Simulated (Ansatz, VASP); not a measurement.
**HfZrS3 in VASP and in Ansatz**

The input INCAR:

```
SYSTEM = HfZrS3
PREC     = Accurate       ! precision mode
ENCUT    = 600            ! plane-wave cutoff, eV
EDIFF    = 1E-6           ! SCF threshold, eV
ISMEAR   = 0              ! smearing method
SIGMA    = 0.1            ! smearing width, eV
LREAL    = .FALSE.        ! projectors in reciprocal space
LASPH    = .TRUE.         ! aspherical terms in the spheres
NELM     = 100            ! most SCF steps
ALGO     = Normal         ! electronic algorithm
ISIF     = 3              ! what is computed and relaxed
LWAVE    = .FALSE.        ! write WAVECAR
LCHARG   = .FALSE.        ! write CHGCAR
GGA      = PE             ! functional
IBRION   = 2              ! ionic algorithm
NSW      = 90             ! ionic steps
EDIFFG   = -0.04          ! ionic threshold
```

KPOINTS

```
Automatic mesh
0
G
  4 4 4
  0 0 0
```

POSCAR

```
HfZrS3
1.0
    4.0332365800      0.0000000000      0.0000000000
    0.0000000000      4.0332365800      0.0000000000
    0.0000000000      0.0000000000      6.6530008000
Zr Hf S
1 1 3
Direct
    0.5000000000      0.5000000000      0.0000000000
    0.5000000000      0.5000000000      0.5000000000
    0.0000000000      0.0000000000      0.7868605200
    0.0000000000      0.0000000000      0.2131394800
    0.0000000000      0.0000000000      0.5000000000
```

Input for Ansatz:

```yaml
crystal:
  lattice:
    - [4.03323658, 0.0, 0.0]
    - [0.0, 4.03323658, 0.0]
    - [0.0, 0.0, 6.6530008]
  atoms:
    - { symbol: Zr, position: [0.5, 0.5, 0.0] }
    - { symbol: Hf, position: [0.5, 0.5, 0.5] }
    - { symbol: S, position: [0.0, 0.0, 0.78686052] }
    - { symbol: S, position: [0.0, 0.0, 0.21313948] }
    - { symbol: S, position: [0.0, 0.0, 0.5] }
basis:
  ecutwfc: 420
kpoints:
  mp_grid: { grid: [4, 4, 4] }
hamiltonian:
  xc: pbe
scf:
  occupations: { method: gaussian, width: 0.1 }
  lower_state_search: "off"
output:
  forces: true
  stress: true
  eigenvalues: true
relax:
  adjacent_minimum: "off"
  f_tol: 0.04
  max_steps: 70
  cell: { stress_tol: 0.4 }
```

Alike in both runs: task relaxation of cell and atoms; functional PBE; k mesh 4 × 4 × 4; occupations gaussian, width 0.1 eV; no spin polarisation.

|  | VASP | Ansatz |
| --- | --- | --- |
| version | VASP 6.6.1 | Ansatz 0.2.0 |
| potentials or method | VASP PAW PBE potentials, release 64 (Zr_sv, Hf_pv, S) | scalar-relativistic, plane waves, PAW |
| plane-wave cutoff (eV) | 600 | 420 |
| valence electrons in the cell | 40 | 56 |

|  | VASP | Ansatz | Ansatz less VASP |
| --- | --- | --- | --- |
| gap on the k mesh at the Fermi level, each at its own relaxed structure (eV) | none | none | - |
| relaxed volume (Å³/atom) | 22.07 | 22.19 | +0.118 |
| relaxed cell length with the largest relative difference (Å) | 9.577 | 9.616 | +0.0392 |
| energy change over the relaxation (meV/atom) | -1243 | -1245 | -2.5 |

A gap of «none» marks a metal or a gap that the smearing closes. The two sets of potentials don't hold the same shells in valence.

Caveats: the k mesh is coarse (spacing up to 0.39 Å⁻¹), so the values aren't converged; this functional lacks dispersion, which binds the layers, so the pressure and a relaxed spacing across them are unreliable. Spin-orbit coupling is left out, which matters for the levels of Hf.
